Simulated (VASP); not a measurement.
Re: equilibrium volume by level of theory

The structure is hexagonal, space group P6_3/mmc (No. 194). The conventional cell has a = 2.761 Å, b = 2.761 Å, c = 4.456 Å, α = 90.00°, β = 90.00°, γ = 120.00°. Re (site symmetry -6m2) is surrounded by 12 Re at 2.74 to 2.76 Å.

```csv
rung,level,program and potentials,cutoff (eV),k mesh,smearing,equilibrium volume (Å³/atom),notes
LDA,LDA,"VASP, LDA PAW files Re, 600 eV",600,18 × 18 × 10,gaussian 0.1,14.39,-
GGA,PBE,"VASP, PBE PAW files Re, 600 eV",600,18 × 18 × 10,gaussian 0.1,14.93,-
GGA + dispersion,PBE+D3(BJ),"VASP, PBE PAW files Re, 600 eV",600,18 × 18 × 10,gaussian 0.1,14.65,-
GGA,PBEsol,"VASP, PBE PAW files Re, 300 eV",300,18 × 18 × 10,gaussian 0.1,14.49,potentials made for PBE
GGA,PBEsol,"VASP, PBE PAW files Re, 580 eV",580,18 × 18 × 10,gaussian 0.1,14.56,potentials made for PBE
GGA,PBEsol,"VASP, PBE PAW files Re, 600 eV",600,18 × 18 × 10,gaussian 0.1,14.56,potentials made for PBE
GGA,PBEsol,"VASP, PBE PAW files Re, 600 eV",600,6 × 6 × 4,gaussian 0.1,14.58,coarse mesh; potentials made for PBE
GGA,RPBE,"VASP, PBE PAW files Re, 600 eV",600,18 × 18 × 10,gaussian 0.1,15.08,potentials made for PBE
```

Task: relaxation of cell and atoms. All rows: no spin polarisation. Smearing widths are in eV. For a metal such meshes aren't converged. Meshes differ between rows, which moves values too. Meshes are those of the run's cell of 2 atoms unless a note names another. Relaxations start from the cell shown or near it and stop with a little pressure left. Runs on faulty files, with rough fits or with known faults for this quantity aren't shown. No row holds spin-orbit coupling.

By rung: LDA 14.39; GGA 14.49 to 15.08; GGA + dispersion 14.65; GGA on coarse meshes 14.58 (Å³/atom).
